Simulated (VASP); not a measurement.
MgO (rock salt), at 1.04 of the tabulated volume:

```
CELL_PARAMETERS angstrom
      0.00000     2.13270     2.13270
      2.13270     0.00000     2.13270
      2.13270     2.13270     0.00000
ATOMIC_POSITIONS crystal
  Mg 0.00000 0.00000 0.00000
  O  0.50000 0.50000 0.50000
```

The lowest empty band near Γ, direction [111], from mBJ (TB09) with spin-orbit coupling in VASP (PAW); its two spin partners are averaged. The gap over the points computed is 6.38 eV, and the next band on that side lies 11.24 eV away at the edge.

Settings: 520 eV cut-off, 12×12×12 Γ-centred mesh, Gaussian smearing of 0.050 eV, potentials Mg O.

| distance from the edge in k (1/Å) | distance in energy (meV) |
|---|---|
| 0.018 | 3.0 |
| 0.025 | 5.8 |
| 0.035 | 11.4 |
| 0.050 | 23.2 |
| 0.070 | 45.3 |

Fit E(1 + αE) = ħ²k²/2m* (ħ²/2m0 = 3.810 eV Å²) and predict the row at 0.095 1/Å.

The rows don't resolve α, so a parabola serves: the electron mass is m* = 0.412 m0, and so 83.5 meV. The run gave 82.8 meV, -0.7 meV from the fit.

Left out are points under 3 meV from the edge, since the levels carry 0.1 meV, and points farther than half the way to the next band.

The compound is MgO in the rock salt structure. The cell was not relaxed at this level.
